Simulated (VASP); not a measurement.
The system is PtSe2.

```
Pt Se
1.0
     3.72400    0.00000    0.00000
    -1.86200    3.22508    0.00000
     0.00000    0.00000    5.06200
Pt Se
1 2
Cartesian
  0.0000 0.0000 0.0000
  0.0000 2.1501 1.2655
  1.8620 1.0750 3.7965
```

```yaml
Program: VASP 6.6.1
Task: relaxation of cell and atoms
Functional: PBE
Dispersion: D3(BJ)
Potentials_or_basis: VASP PAW PBE potentials, release 64 (Pt, Se)
Cutoff: 520 eV
k_mesh: 6 × 6 × 4
Occupations: gaussian, width 0.02 eV
Spin: no spin polarisation
```

At the start: pressure 3.5 GPa; volume 20.27 Å³/atom.

Q: How do energy, volume and symmetry change on relaxing?

A: Over 23 steps the energy falls by 17.2 meV/atom and the volume is 19.84 Å³/atom (-2.1 %); space group P-3m1 (No. 164, to 0.05 Å).

The path:
```
step  energy change (eV)  largest force (eV/Å)  pressure (GPa)  volume (Å³)
   1              0.0000                0.5667            3.51        60.80
   2              0.0318                0.3683           -5.76        64.79
   3             -0.0226                0.1640           -0.48        62.30
   4             -0.0226                0.1713           -0.40        62.27
   5             -0.0267                0.1740           -0.39        61.97
   6             -0.0390                0.1272           -0.27        61.05
   7             -0.0463                0.1288            0.41        59.24
   8             -0.0474                0.0450            0.18        59.78
   9             -0.0505                0.0990           -0.37        59.65
  10             -0.0506                0.1107           -0.48        59.62
  11             -0.0499                0.0647            1.03        58.85
  12             -0.0514                0.0359            0.16        59.29
  13             -0.0516                0.0215           -0.03        59.40
  14             -0.0516                0.0209           -0.04        59.41
  15             -0.0517                0.0056            0.12        59.38
  16             -0.0517                0.0007            0.08        59.39
  17             -0.0517                0.0030            0.03        59.45
  18             -0.0517                0.0060           -0.01        59.50
  19             -0.0517                0.0052            0.00        59.50
  20             -0.0517                0.0045            0.02        59.50
  21             -0.0517                0.0033           -0.05        59.53
  22             -0.0517                0.0022            0.00        59.51
  23             -0.0517                0.0015           -0.01        59.51
```

Final structure:
```yaml
crystal:
  lattice:
    - [3.76736, 0.00000, 0.00000]
    - [-1.88368, 3.26263, 0.00000]
    - [0.00000, 0.00000, 4.84176]
  atoms:
    - { symbol: Pt, position: [0.00000, 0.00000, 0.00000] }
    - { symbol: Se, position: [0.33333, 0.66667, 0.26526] }
    - { symbol: Se, position: [0.66667, 0.33333, 0.73474] }
```

Caveat: pairwise dispersion overbinds metals, which lowers pressure and volume.
